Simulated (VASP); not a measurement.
For cubic BeSe (zinc blende), LDA (Ceperley-Alder, Perdew-Zunger), VASP's LDA PAW potentials (set 64) (VASP) gives ε∞ = 6.14, a static ε₀ = 7.64 and a transverse optical mode at 521 cm⁻¹.

Task: Estimate the longitudinal optical frequency at Γ.

Result: By the Lyddane-Sachs-Teller relation, ω_LO = ω_TO √(ε₀/ε∞) = 521 × √(7.64/6.14) = 581 cm⁻¹.

The compound is BeSe in the zinc blende structure. It was relaxed first.
